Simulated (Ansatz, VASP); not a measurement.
# Li3ClO: VASP beside Ansatz

Wanted: the spread between two codes on one cell, functional and k mesh. The cell is generated by rule, not measured, and may not be a known phase. Of the first pair: The cell is taken from a series of runs on this material, whose earlier steps may have relaxed, scaled, displaced or heated it; both programs get it as it stands.

Program: Ansatz 0.2.0. Level of theory: plane waves, with VASP 6.6.1 beside it; relaxation of cell and atoms at PBEsol. Results are calculated unless marked as measured.

## 1. Set-up

Symmetry: Pm-3m, No. 221, cubic system. The conventional cell has a = 3.842 Å, b = 3.842 Å, c = 3.842 Å, α = 90.00°, β = 90.00°, γ = 90.00°. Cl has 12 Li at 2.72 Å nearest. O has 6 Li at 1.92 Å nearest. Nearest to Li lie 2 O at 1.92 Å and 4 Cl at 2.72 Å and 8 Li at 2.72 Å. Farther neighbours and most contacts between anions are not listed.

Coordinates:

```xyz
5
Lattice="3.8425 0.0000 0.0000 0.0000 3.8425 0.0000 0.0000 0.0000 3.8425" Properties=species:S:1:pos:R:3 pbc="T T T"
Cl    0.0000    0.0000    0.0000
O     1.9212    1.9212    1.9212
Li    1.9212    1.9212    0.0000
Li    1.9212    0.0000    1.9212
Li    0.0000    1.9212    1.9212
```

## 2. VASP: relaxation of cell and atoms, PBEsol, pair 1

The relaxed volume is the usual yardstick between codes: in a stiff, nearly cubic crystal its relative difference is about their pressure difference at one cell divided by the bulk modulus.

Lines of VASP's logs that name or quote its potential files are left out, and so is its time.

INCAR

```
SYSTEM = Li3ClO
PREC = Accurate
ENCUT = 750
EDIFF = 1E-07
NELM = 120
ISMEAR = 0
SIGMA = 0.02
LREAL = .FALSE.
ALGO = Normal
GGA = PS
NBANDS = 17
LORBIT = 11
LWAVE = .FALSE.
LCHARG = .FALSE.
ISIF = 3
IBRION = 2
NSW = 80
EDIFFG = -0.005
LASPH = .TRUE.
GGA_COMPAT = .FALSE.
NELMIN = 4
EFERMI = MIDGAP
KPAR = 2
```

POSCAR

```
Li3ClO
1.0
    3.8424820000      0.0000000000      0.0000000000
    0.0000000000      3.8424820000      0.0000000000
    0.0000000000      0.0000000000      3.8424820000
Cl O Li
1 1 3
Direct
    0.0000000000      0.0000000000      0.0000000000
    0.5000000000      0.5000000000      0.5000000000
    0.5000000000      0.5000000000      0.0000000000
    0.5000000000      0.0000000000      0.5000000000
    0.0000000000      0.5000000000      0.5000000000
```

KPOINTS

```
Automatic mesh
0
Gamma
6 6 6
0 0 0
```

Potentials, in the order of the species: Cl, O and Li_sv (PBE family, release 64).

On the command line:

```console
$ mpirun -np 2 vasp_std
```

Numbers of over 12 decimals in the logs are rounded to 6 here.

Output:

```text
[banner, memory and clock lines left out]
running    2 mpi-ranks, on    1 nodes
 distrk:  each k-point on    1 cores,    2 groups
 distr:  one band on    1 cores,    1 groups

 POSCAR found type information on POSCAR ClO Li
 POSCAR found :  3 types and       5 ions
|                                                                             |
|               ----> ADVICE to this user running VASP <----                  |
|                                                                             |
|     You enforced a specific xc type in the INCAR file but a different       |
|     [... a line on the potential file left out ...]
|     I HOPE YOU KNOW WHAT YOU ARE DOING!                                     |
|                                                                             |

 LDA part: xc-table for (Slater+PW92), standard interpolation
 POSCAR, INCAR and KPOINTS ok, starting setup
 FFT: planning ... GRIDC
 FFT: planning ... GRID_SOFT
 FFT: planning ... GRID
 WAVECAR not read
 entering main loop
       N       E                     dE             d eps       ncg     rms          rms(c)
DAV:   1     0.155923602847E+03    0.15592E+03   -0.13023E+04   680   0.175E+03
DAV:   2    -0.993080152533E+01   -0.16585E+03   -0.16035E+03   846   0.373E+02
DAV:   3    -0.255902597531E+02   -0.15659E+02   -0.15595E+02  1268   0.840E+01
DAV:   4    -0.261283414338E+02   -0.53808E+00   -0.53750E+00   909   0.170E+01
DAV:   5    -0.261454272797E+02   -0.17086E-01   -0.17085E-01  1090   0.245E+00    0.972E+00
DAV:   6    -0.224824527737E+02    0.36630E+01   -0.11817E+01   730   0.226E+01    0.386E+00
DAV:   7    -0.224284551896E+02    0.53998E-01   -0.11666E+00   930   0.568E+00    0.299E+00
DAV:   8    -0.223480292911E+02    0.80426E-01   -0.33981E-01   709   0.393E+00    0.743E-01
DAV:   9    -0.223308842401E+02    0.17145E-01   -0.11426E-01   863   0.182E+00    0.264E-01
DAV:  10    -0.223317607682E+02   -0.87653E-03   -0.97114E-03   836   0.593E-01    0.947E-02
DAV:  11    -0.223317152169E+02    0.45551E-04   -0.16794E-03   870   0.270E-01    0.185E-02
DAV:  12    -0.223317326949E+02   -0.17478E-04   -0.17166E-04   847   0.858E-02    0.158E-02
DAV:  13    -0.223317265209E+02    0.61740E-05   -0.31374E-05   843   0.321E-02    0.783E-03
DAV:  14    -0.223317266430E+02   -0.12216E-06   -0.24118E-06   824   0.990E-03    0.111E-03
DAV:  15    -0.223317266217E+02    0.21293E-07   -0.45331E-07   706   0.381E-03
   1 F= -.22331727E+02 E0= -.22331727E+02  d E =-.223317E+02
 curvature:   0.00 expect dE= 0.000E+00 dE for cont linesearch  0.000E+00
 trial: gam= 0.00000 g(F)=  0.000E+00 g(S)=  0.661E-04 ort = 0.000E+00 (trialstep = 0.100E+01)
 search vector abs. value=  0.661E-04
 bond charge predicted
       N       E                     dE             d eps       ncg     rms          rms(c)
DAV:   1    -0.223319909367E+02   -0.26429E-03   -0.38895E-03   686   0.455E-01    0.107E-01
DAV:   2    -0.223317927794E+02    0.19816E-03   -0.11243E-03   687   0.203E-01    0.343E-02
DAV:   3    -0.223317778311E+02    0.14948E-04   -0.84960E-05   859   0.636E-02    0.212E-02
DAV:   4    -0.223317752176E+02    0.26135E-05   -0.10856E-05   777   0.224E-02    0.127E-02
DAV:   5    -0.223317756523E+02   -0.43472E-06   -0.28885E-06  1070   0.119E-02    0.220E-03
DAV:   6    -0.223317756239E+02    0.28376E-07   -0.91678E-07   798   0.604E-03
   2 F= -.22331776E+02 E0= -.22331776E+02  d E =-.490022E-04
 trial-energy change:   -0.000049  1 .order   -0.000049   -0.000066   -0.000033
 step:   1.9736(harm=  1.9736)  dis= 0.00000  next Energy=   -22.331792 (dE=-0.652E-04)
 reached required accuracy - stopping structural energy minimisation
```

Parts of OUTCAR (step 2):

```text
ion  position               nearest neighbor table
   1  0.000  0.000  0.000-
   2  0.500  0.500  0.500-   3 1.92   4 1.92   5 1.92   3 1.92   4 1.92   5 1.92
   3  0.500  0.500  0.000-   2 1.92   2 1.92
   4  0.500  0.000  0.500-   2 1.92   2 1.92
   5  0.000  0.500  0.500-   2 1.92   2 1.92

  LATTYP: Found a simple cubic cell.
 ALAT       =     3.8424820000

 Subroutine GETGRP returns: Found 48 space group operations
 (whereof 48 operations were pure point group operations)

The static configuration has the point symmetry O_h .

 Found     20 irreducible k-points:

   k-points           NKPTS =     20   k-points in BZ     NKDIM =     20   number of bands    NBANDS=     17

   dimension x,y,z NGX =    36 NGY =   36 NGZ =   36
   dimension x,y,z NGXF=    72 NGYF=   72 NGZF=   72

   ENCUT  =  750.0 eV  55.12 Ry    7.42 a.u.   8.58  8.58  8.58*2*pi/ulx,y,z

   NELECT =      22.0000    total number of electrons

 k-points in reciprocal lattice and weights: Automatic mesh
   0.00000000  0.00000000  0.00000000       0.005
   0.16666667  0.00000000  0.00000000       0.028
   0.33333333  0.00000000  0.00000000       0.028
   0.50000000  0.00000000  0.00000000       0.014
   0.16666667  0.16666667  0.00000000       0.056
   0.33333333  0.16666667  0.00000000       0.111
   0.50000000  0.16666667  0.00000000       0.056
   0.33333333  0.33333333  0.00000000       0.056
   0.50000000  0.33333333  0.00000000       0.056
[...]
0.50000000  0.50000000  0.33333333       0.028
   0.50000000  0.50000000  0.50000000       0.005

 average (electrostatic) potential at core
       1 -93.0350       2 -69.9216       3 -60.0187       4 -60.0187       5 -60.0187

 E-fermi :   4.3567

 k-point     1 :       0.0000    0.0000    0.0000
  band No.  band energies     occupation
    ...
      7      -1.1403      2.00000
      8      -1.1403      2.00000
      9       1.4398      2.00000
     10       1.4398      2.00000
     11       1.4398      2.00000
     12       6.9154      0.00000
     13       8.9213      0.00000
     14       8.9213      0.00000
     15      13.9544      0.00000
     16      13.9544      0.00000
    ...

 k-point     2 :       0.1667    0.0000    0.0000
  band No.  band energies     occupation
    ...
      7      -1.0119      2.00000
      8      -1.0119      2.00000
      9       1.2488      2.00000
     10       1.3200      2.00000
     11       1.3200      2.00000
     12       7.3609      0.00000
     13       8.7676      0.00000
     14       9.5660      0.00000
     15      12.4717      0.00000
     16      12.4717      0.00000
    ...

 k-point     3 :       0.3333    0.0000    0.0000
  band No.  band energies     occupation
    ...
      7      -0.6905      2.00000
      8      -0.6905      2.00000
      9       1.0087      2.00000
     10       1.0087      2.00000
     11       1.0117      2.00000
     12       8.1505      0.00000
     13       8.4927      0.00000
     14      11.0189      0.00000
     15      11.3437      0.00000
     16      11.3437      0.00000
    ...

  Total       -0.0235766     -0.0235766     -0.0235766      0.0000000      0.0000000     -0.0000000
  in kB       -0.6667399     -0.6667399     -0.6667399      0.0000000      0.0000000     -0.0000000
  external PRESSURE =      -0.6667399 kB  Pullay stress =       0.0000000 kB

  energy-cutoff  :      750.00
  volume of cell :       56.65
      direct lattice vectors                 reciprocal lattice vectors
     3.840710135 -0.000000000  0.000000000     0.260368516  0.000000000 -0.000000000
    -0.000000000  3.840710135 -0.000000000     0.000000000  0.260368516 -0.000000000
     0.000000000  0.000000000  3.840710135    -0.000000000  0.000000000  0.260368516

 POSITION                                       TOTAL-FORCE (eV/Angst)
 -----------------------------------------------------------------------------------
      0.00000      0.00000      0.00000         0.000000      0.000000      0.000000
      1.92036      1.92036      1.92036        -0.000000      0.000000      0.000000
      1.92036      1.92036     -0.00000         0.000000      0.000000      0.000000
      1.92036     -0.00000      1.92036         0.000000      0.000000      0.000000
     -0.00000      1.92036      1.92036        -0.000000      0.000000      0.000000
 -----------------------------------------------------------------------------------
    total drift:                                0.000000      0.000000      0.000000

  FREE ENERGIE OF THE ION-ELECTRON SYSTEM (eV)
  ---------------------------------------------------
  free  energy   TOTEN  =       -22.3317756239 eV

  energy  without entropy=      -22.3317756239  energy(sigma->0) =      -22.33177562

 reached required accuracy - stopping structural energy minimisation

 total charge
# of ion       s       p       d       tot
------------------------------------------
    1        1.583   3.545   0.000   5.129
    2        1.531   3.494   0.000   5.025
    3        2.028   0.072   0.000   2.100
    4        2.028   0.072   0.000   2.100
    5        2.028   0.072   0.000   2.100
--------------------------------------------------
tot          9.198   7.255   0.000  16.453

[... 3 further parts left out ...]
```

The run keeps the 48 symmetry operations of its start, so it cannot find a distortion of lower symmetry.

## 3. Ansatz: relaxation of cell and atoms, PBEsol, pair 1

Ansatz runs on its default PAW (the set named soft_2) files.

The same cell, functional, mesh and smearing now go to Ansatz, which takes its cutoff from its data sets.

input.yaml

```yaml
crystal:
  lattice:
    - [3.8424823669, 0.0, 0.0]
    - [0.0, 3.8424823669, 0.0]
    - [0.0, 0.0, 3.8424823669]
  atoms:
    - { symbol: Cl, position: [0.0, 0.0, 0.0] }
    - { symbol: O, position: [0.5, 0.5, 0.5] }
    - { symbol: Li, position: [0.5, 0.5, 0.0] }
    - { symbol: Li, position: [0.5, 0.0, 0.5] }
    - { symbol: Li, position: [0.0, 0.5, 0.5] }
kpoints:
  mp_grid: { grid: [6, 6, 6] }
hamiltonian:
  xc: pbesol
scf:
  occupations: { method: gaussian, width: 0.02 }
output:
  forces: true
  stress: true
  eigenvalues: true
relax:
  adjacent_minimum: "off"
  f_tol: 0.005
  max_steps: 80
  cell: { stress_tol: 0.05 }
```

On the command line:

```console
$ ansatz run input.yaml --threads 8 --pin off --max-ram 14336MiB --backend cpu --events-out ev --progress --plain --runs-dir out
```

Output:

```text
Engine: ansatz 0.2.0, aarch64-unknown-linux-gnu
Pseudopotentials: kind: paw
Pseudopotential: Cl, paw, valence charge 7, recommended cutoff 420 eV (normal), Cl.paw.azcp
Pseudopotential: O, paw, valence charge 6, recommended cutoff 420 eV (normal), O.paw.azcp
Pseudopotential: Li, paw, valence charge 3, recommended cutoff 420 eV (normal), Li.paw.azcp
Functional definition: PBEsol
  exchange = pbesol_x
  correlation = pbesol_c
Crystal: 5 atoms, lattice volume = 56.733 Å³
Basis set: ecut = 420 eV, 1141 PW (Γ), exchange–correlation on 54×54×54 points (8 copies of the dense FFT grid, shifted against one another)
Bands: 16, of which v1, the nominal top of the filled ones, is band 11 counted from 1 (10 counted from 0)
Symmetry: 48 space group operations
Space group: Pm-3m (ITA 221), of the structure as read, at distance tolerance 3.8e-5 Å
k-points: 20 of 216
Non-local potential: Cl, projectors of the file, l = 0: 2, l = 1: 2, l = 2: 2
Non-local potential: O, projectors of the file, l = 0: 2, l = 1: 2, l = 2: 1
Non-local potential: Li, projectors of the file, l = 0: 3, l = 1: 2, l = 2: 1
PAW form: soft (Blöchl's): semilocal exchange-correlation on the pseudo side does not see the compensation charge
PAW frozen core: Cl, regenerated for the run's functional, and the local potential with it (the file was generated under x = pbe(κ = 0.804, μ = 0.219515), c = pbe(β = 0.066725))
PAW frozen core: O, regenerated for the run's functional, and the local potential with it (the file was generated under x = pbe(κ = 0.804, μ = 0.219515), c = pbe(β = 0.066725))
PAW one-centre angular grid: Cl, 110 points (default); XC on 64 Gauss nodes
PAW one-centre angular grid: O, 110 points (default); XC on 64 Gauss nodes
PAW one-centre angular grid: Li, 110 points (default); XC on 64 Gauss nodes
Initial density: superposition of atomic densities (neutral atoms: chi_scale 0, normalization atom), corrected by the library's trained network
Initial wavefunctions: pseudopotential atomic-orbital guess
Functional: x = pbesol(κ = 0.804, μ = 0.123457), c = pbesol(β = 0.046)
SCF iter   1: F=—  HF=-2237.312411 eV  |F-HF|=—  |Δ(HF+E_count)|=         —  Δρ=9.35e-3  dr2=4.42e-2  ethr=1.77e-3  ⟨swp⟩=6.3  Hψ=1597  notcnv=0
preconditioner: auto → Resta (q_TF=auto, 2.330 Å⁻¹)  ε∞=3.3  [insulator: Δε(μ)=4.585 eV  Ē_g=12.989 eV  σ=0.020 eV  W_gap=1.00  n_scr=18 (ndim 8)  ℏωp=19.7 eV  f_vac=0.000  D(μ)=0.00/eV (n_scr^D=0)  ε∞_Penn≈3.3]
SCF iter   2: F=—  HF=-2237.299461 eV  |F-HF|=—  |Δ(HF+E_count)|=   1.29e-2  Δρ=3.17e-3  dr2=4.29e-3  ethr=2.01e-4  ⟨swp⟩=2.0  Hψ=700  notcnv=0  defer=17
SCF iter   3: F=—  HF=-2237.298324 eV  |F-HF|=—  |Δ(HF+E_count)|=   1.14e-3  Δρ=1.05e-3  dr2=6.41e-4  ethr=1.95e-5  ⟨swp⟩=2.0  Hψ=472  notcnv=0  defer=19
SCF iter   4: F=—  HF=-2237.298216 eV  |F-HF|=—  |Δ(HF+E_count)|=   1.07e-4  Δρ=3.55e-4  dr2=6.96e-5  ethr=2.91e-6  ⟨swp⟩=2.0  Hψ=522  notcnv=0  defer=19
SCF iter   5: F=—  HF=-2237.298441 eV  |F-HF|=—  |Δ(HF+E_count)|=   2.25e-4  Δρ=5.26e-5  dr2=1.75e-6  ethr=3.16e-7  ⟨swp⟩=3.0  Hψ=565  notcnv=0  defer=19
SCF iter   6: F=-2237.298442 eV  HF=-2237.298442 eV  |F-HF|=1.09e-8  |Δ(HF+E_count)|=   7.52e-7  Δρ=5.20e-6  dr2=1.05e-8  ethr=4.55e-10  ⟨swp⟩=6.1  Hψ=1399  notcnv=0
SCF 1 converged in 6 iterations: F = -2237.298442 eV  dr2 = 1.05e-8
  greatest PAW one-centre occupation: 1.000 electrons in one spin orbital (limit 2), on the Li atom at site 4 (counted from 0), in its partial waves of l = 0
relax step   1: F+E_penalty+E_count = -2237.29844205 eV  Δ(F+E_penalty+E_count) = +0.000e0 eV  max|allowed force component| = 4.115e-30 eV/Å  Δτ_max = 0.0000 Å  P = -0.130 GPa  Ω = 56.733 Å³  (6 SCF iters, dr2 threshold 1.00e-7 eV, accepted)
[...]
relax step   2: F+E_penalty+E_count = -2237.29856972 eV  Δ(F+E_penalty+E_count) = -1.277e-4 eV  max|allowed force component| = 5.660e-30 eV/Å  Δτ_max = 0.0000 Å  P = -0.065 GPa  Ω = 56.670 Å³  energy of the carried Pulay correction = +8.919e-5 eV  (4 SCF iters, dr2 threshold 4.21e-8 eV, accepted)
[...]
relax step   3: F+E_penalty+E_count = -2237.29867321 eV  Δ(F+E_penalty+E_count) = -1.035e-4 eV  max|allowed force component| = 1.891e-29 eV/Å  Δτ_max = 0.0000 Å  P = +0.000 GPa  Ω = 56.606 Å³  energy of the carried Pulay correction = +1.796e-4 eV  (5 SCF iters, dr2 threshold 1.07e-8 eV, accepted)
[...]
relax step   4: F+E_penalty+E_count = -2237.29845577 eV  Δ(F+E_penalty+E_count) = +2.174e-4 eV  max|allowed force component| = 1.643e-29 eV/Å  Δτ_max = 0.0000 Å  P = -0.005 GPa  Ω = 56.606 Å³  stress off target by 5.46e-3 GPa  SCF on the basis re-selected at this cell (its energy is not comparable with the rows above)  (5 SCF iters)
basis re-selected at this cell: Δ(F+E_penalty+E_count) = +2.174e-4 eV, ΔP = -0.006 GPa vs the last step (what re-selecting the basis moved, of the pressure what is left beyond the Pulay correction that the steps carried, after the strain that the cell walked since its last selection, with what the two solves' SCF thresholds leave and, on support functions, any second-order correction that the steps lacked; it is no m [...]
SCF converged after 5 iterations
Free energy (F): -2237.298456 eV
Harris-Foulkes:  -2237.298456 eV  (|F-HF|=1.36e-12)
Internal energy: -2237.298456 eV  (E = F + TS)
E sigma→0 (E₀):  -2237.298456 eV
Fermi energy:    5.722098 eV
--- Per-component energies (eV) ---
  E_band       = -265.234647
  E_kinetic    = 405.485076
  E_local      = -911.825999  (includes V_loc(G=0)·N_el)
  E_nonlocal   = -21.769930
  E_hartree    = 295.461430
  E_xc         = -213.424207
  E_vxc        = -259.867101  (∫ρ·V_xc dr)
  E_paw        = -853.104195  (= ΣΔE_a)
  E_vpaw       = -68.182119  (= ΣTr[D̂ρ^β])
  E_aug_tail   = 0.002549  (compensation charges beyond the density's cutoff)
  E_ewald      = -938.236900
  E_core_change = 0.113720  (= ΣΔE_core)
  E_smearing   = -0.000000  (= −TS)
  E_closure    = -0.000000  (closes the sum)
  Σ components = -2237.298456   (vs F -2237.298456, Δ=0.00e0)
--- Forces (eV/Å), atoms counted from 1 ---
  atom   1  Cl    -0.00000000     0.00000000    -0.00000000
  atom   2  O     -0.00000000    -0.00000000     0.00000000
  atom   3  Li     0.00000000     0.00000000     0.00000000
  atom   4  Li    -0.00000000    -0.00000000     0.00000000
  atom   5  Li     0.00000000    -0.00000000    -0.00000000
  max |Σ_I F_I| component: 3.36e-29 eV/Å
--- Stress (GPa, compression-positive) ---
       -0.005461      -0.000000      -0.000000
       -0.000000      -0.005461       0.000000
       -0.000000       0.000000      -0.005461
  P = ⅓ Tr σ = -0.0055 GPa (-0.055 kbar)
--- Band table (eV; the first three rows and the last of 20) ---
  k-point 0: bands = [... 7 lower, 0.2263, 2.8031, 2.8031, 2.8031, 8.2859, 10.2303, 10.2303, 15.3370, ... 1 higher]
  k-point 1: bands = [... 7 lower, 0.3550, 2.6134, 2.6835, 2.6835, 8.7312, 10.0812, 10.8735, 13.7447, ... 1 higher]
  k-point 2: bands = [... 7 lower, 0.6776, 2.3715, 2.3715, 2.3790, 9.5163, 9.8129, 12.3497, 12.6354, ... 1 higher]
  k-point 19: bands = [... 7 lower, -0.4154, 2.5702, 2.5702, 2.5702, 12.1674, 12.1674, 12.1674, 12.2420, ... 1 higher]
--- Relaxed structure (3 steps of the walk, 3 accepted, 1 SCFs on fresh bases) ---
  F+E_penalty+E_count = -2237.29845577 eV   max|allowed force component| = 1.643e-29 eV/Å   (the final SCF, on the basis selected at the relaxed cell)
  cell:  # Å, volume = 56.6059 Å³
    - [3.839610, 0, 0]
    - [0, 3.839610, 0.0]
    - [0, 0.0, 3.839610]
  atoms:
    - { symbol: Cl, position: [0, 0, 0] }
    - { symbol: O, position: [0.500000, 0.500000, 0.500000] }
    - { symbol: Li, position: [0.500000, 0.500000, 0] }
    - { symbol: Li, position: [0.500000, 0, 0.500000] }
    - { symbol: Li, position: [0, 0.500000, 0.500000] }
```

## 4. Comparison

Known differences besides the potentials themselves: the cutoff is 420 eV in Ansatz and 750 eV in VASP; Ansatz makes its cores anew for this functional, VASP keeps those of its PBE data sets; Ansatz adds a Pulay correction to the stress that steers its cell, VASP none. Total energies have different zeros and are not compared.

Both answers:

| quantity | Ansatz | VASP | difference |
| --- | --- | --- | --- |
| volume (Å³) | 56.61 | 56.65 | -0.09 % |
| edge a after relaxation, in the typed setting (Å) | 3.840 | 3.841 | -0.03 % |

(Continued in part 2 of 2.)

[Lines on the potential files, build, host, timing and source positions are cut from VASP's logs without a mark.]

[Logs are printed without paths, hosts, clocks, repeated set-up lines and the standing remarks that a program may print on its own settings, such as how far it seeks lower states.]

[Hosts, paths, dates, database ids (printed as entryN), source tags and the programs' standing remarks are cut or masked in the printed files.]
